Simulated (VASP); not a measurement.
Calculation: vdW-DF2, VASP's PBE PAW potentials (set 64) (plane waves; VASP).

VASP input:

File KPOINTS:
```
Automatic mesh
0
Gamma
15 15 15
0 0 0
```

INCAR:
```
SYSTEM = Li
PREC = Accurate
ENCUT = 520
EDIFF = 1E-7
NELM = 100
ALGO = Normal
LREAL = .FALSE.
LASPH = .TRUE.
ISMEAR = 1
SIGMA = 0.1
GGA = ML
ZAB_VDW = -1.8867
LUSE_VDW = .TRUE.
AGGAC = 0.0
LWAVE = .FALSE.
LCHARG = .FALSE.
ISIF = 2
```

POSCAR:
```
Li
1.7272210
 -1.0000000406   1.0000000406   1.0000000406
  1.0000000406  -1.0000000406   1.0000000406
  1.0000000406   1.0000000406  -1.0000000406
Li
1
direct
  0.0000000000   0.0000000000   0.0000000000
```

POTCAR, in this order: Li_sv (PBE.64 set). Program: vasp_std.

Task: Predict the energy per atom (σ→0), band gap (on the k-mesh).

Result: 
```json
{
  "energy per atom (σ→0)": "-1.032 eV/atom",
  "band gap (on the k-mesh)": "none (metal, semimetal or under 0.01 eV)"
}
```

**OSZICAR**
```
...
DAV:   5    -0.103138074258E+01   -0.55779E-04   -0.55777E-04  1590   0.173E-01    0.145E-01
DAV:   6    -0.103158194070E+01   -0.20120E-03   -0.30946E-04  1615   0.184E-01    0.909E-02
DAV:   7    -0.103231707113E+01   -0.73513E-03   -0.74516E-04  1560   0.289E-01    0.828E-03
DAV:   8    -0.103233293232E+01   -0.15861E-04   -0.32197E-05  1320   0.542E-02    0.384E-03
DAV:   9    -0.103233362301E+01   -0.69069E-06   -0.27408E-06  1760   0.147E-02    0.994E-04
DAV:  10    -0.103233344933E+01    0.17368E-06   -0.62269E-08  1415   0.272E-03    0.399E-04
DAV:  11    -0.103233335772E+01    0.91607E-07   -0.60032E-08  1220   0.264E-03
   1 F= -.10323334E+01 E0= -.10323082E+01  d E =-.755232E-04
```

The compound is Li in the bcc structure. This cell is one point of a volume scan, at 1.06 of the reference volume.
